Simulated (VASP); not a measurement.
Computed with PBEsol GGA, VASP's PBE PAW potentials (set 64) (plane waves; VASP).

Input for VASP

### INCAR
```
! general
SYSTEM  = ZrC
PREC    = Accurate
ENCUT   = 520
LREAL   = F
LASPH   = T   ! aspherical one-centre terms

! electronic loop
EDIFF   = 1E-6   ! SCF stop (eV)
NELM    = 100
ALGO    = Normal
LMAXMIX = 4

! smearing
ISMEAR  = 1
SIGMA   = 0.1   ! width (eV)

! functional
GGA     = PS   ! PBEsol

! ions
ISIF    = 2   ! forces and stress, cell fixed

! output
LWAVE   = F
LCHARG  = F
```

**POSCAR**
```
ZrC
1
    0.0000000000     2.2987910000     2.3369170000
    2.3725850000     0.0000000000     2.3369170000
    2.3725850000     2.2987910000     0.0000000000
Zr C
1 1
Direct
  0.0000000000   0.0000000000   0.0000000000
  0.4802910000   0.5197090000   0.5197090000
```

File KPOINTS:
```
Automatic mesh
0
Gamma
12 12 12
0 0 0
```

POTCAR, in this order: Zr_sv C (PBE.64 set). Program: vasp_std.

Output of the run:

OUTCAR:
```
 ion  position               nearest neighbor table
   1  0.000  0.000  0.000-   2 2.28   2 2.30   2 2.30   2 2.34   2 2.34   2 2.47
   2  0.480  0.520  0.520-   1 2.28   1 2.30   1 2.30   1 2.34   1 2.34   1 2.47
  LATTYP: Found a face centered orthorhombic cell.
 ALAT       =     4.5975820000
 B/A-ratio  =     1.0165852398
 C/A-ratio  =     1.0321012219
 Subroutine PRICEL returns:
 Original cell was already a primitive cell.
 Subroutine GETGRP returns: Found  4 space group operations
The static configuration has the point symmetry C_2v.
The dynamic configuration has the point symmetry C_2v.
 Subroutine INISYM returns: Found  4 space group operations
 Subroutine IBZKPT returns following result:
 Found    280 irreducible k-points:

 Following reciprocal coordinates:
            Coordinates               Weight
  0.000000  0.000000  0.000000      1.000000
  0.083333 -0.000000 -0.000000      8.000000
  0.166667  0.000000 -0.000000      8.000000
  0.250000  0.000000  0.000000      8.000000
  0.333333 -0.000000 -0.000000      8.000000
  0.416667 -0.000000  0.000000      8.000000
  0.500000  0.000000  0.000000      4.000000
  0.083333  0.083333  0.000000      2.000000
  0.166667  0.083333  0.000000      8.000000
  0.250000  0.083333  0.000000      8.000000
  0.333333  0.083333 -0.000000      8.000000
  0.416667  0.083333  0.000000      8.000000
  0.500000  0.083333  0.000000      8.000000
 -0.416667  0.083333 -0.000000      8.000000
 -0.333333  0.083333  0.000000      8.000000
 -0.250000  0.083333  0.000000      8.000000
 -0.166667  0.083333  0.000000      8.000000
 -0.083333  0.083333  0.000000      4.000000
  0.166667  0.166667  0.000000      2.000000
  0.250000  0.166667 -0.000000      8.000000
  0.333333  0.166667 -0.000000      8.000000
  0.416667  0.166667  0.000000      8.000000
...
```

File OSZICAR:
```
       N       E                     dE             d eps       ncg     rms          rms(c)
DAV:   1     0.109727619795E+03    0.10973E+03   -0.89953E+03  6728   0.135E+03
DAV:   2    -0.177889209603E+02   -0.12752E+03   -0.12014E+03  7812   0.336E+02
DAV:   3    -0.235375155753E+02   -0.57486E+01   -0.56054E+01  9800   0.636E+01
DAV:   4    -0.237610425316E+02   -0.22353E+00   -0.22339E+00  8776   0.119E+01
DAV:   5    -0.237666311469E+02   -0.55886E-02   -0.55881E-02  9644   0.161E+00    0.227E+01
DAV:   6    -0.206659460153E+02    0.31007E+01   -0.14645E+01  7600   0.273E+01    0.904E+00
DAV:   7    -0.205498557189E+02    0.11609E+00   -0.65527E-01  8112   0.657E+00    0.639E+00
DAV:   8    -0.205345971071E+02    0.15259E-01   -0.13455E-01  7392   0.331E+00    0.130E+00
DAV:   9    -0.205311997500E+02    0.33974E-02   -0.27907E-02  8432   0.110E+00    0.474E-01
DAV:  10    -0.205312698029E+02   -0.70053E-04   -0.19163E-03  7812   0.554E-01    0.308E-01
DAV:  11    -0.205311256193E+02    0.14418E-03   -0.57619E-04  7676   0.191E-01    0.207E-02
DAV:  12    -0.205311241132E+02    0.15060E-05   -0.78684E-06  9268   0.331E-02    0.904E-03
DAV:  13    -0.205311239439E+02    0.16937E-06   -0.23490E-07  4484   0.526E-03
   1 F= -.20531124E+02 E0= -.20531149E+02  d E =0.745995E-04
```

### OUTCAR
```
------------------------ aborting loop because EDIFF is reached ----------------------------------------
  FORCE on cell =-STRESS in cart. coord.  units (eV):
  Direction    XX          YY          ZZ          XY          YZ          ZX
  --------------------------------------------------------------------------------------
  Total       -0.5719914      1.0032412     -0.0265387      0.0000000      0.0000000      0.0000000
  in kB      -35.9505520     63.0552713     -1.6679960      0.0000000      0.0000000      0.0000000
  external PRESSURE =       8.4789078 kB  Pullay stress =       0.0000000 kB
  volume of cell :       25.49
      direct lattice vectors                 reciprocal lattice vectors
     0.000000000  2.298791000  2.336917000    -0.210740606  0.217505637  0.213957107
     2.372585000  0.000000000  2.336917000     0.210740606 -0.217505637  0.213957107
     2.372585000  2.298791000  0.000000000     0.210740606  0.217505637 -0.213957107
 POSITION                                       TOTAL-FORCE (eV/Angst)
 -----------------------------------------------------------------------------------
      0.00000      0.00000      0.00000         0.540078      0.000000      0.000000
      2.46611      2.29879      2.33692        -0.540078      0.000000      0.000000
 -----------------------------------------------------------------------------------
    total drift:                               -0.000039      0.000000     -0.000001
  FREE ENERGIE OF THE ION-ELECTRON SYSTEM (eV)
  ---------------------------------------------------
  free  energy   TOTEN  =       -20.5311239439 eV

  energy  without entropy=      -20.5311985434  energy(sigma->0) =      -20.53114881
```
(Selected blocks of OUTCAR.)

The compound is ZrC in the rock salt structure. The cell was not relaxed at this level, atoms are displaced from their ideal sites. The run is one of a series of settings (GGA = PS against the base run), some of them coarse on purpose.
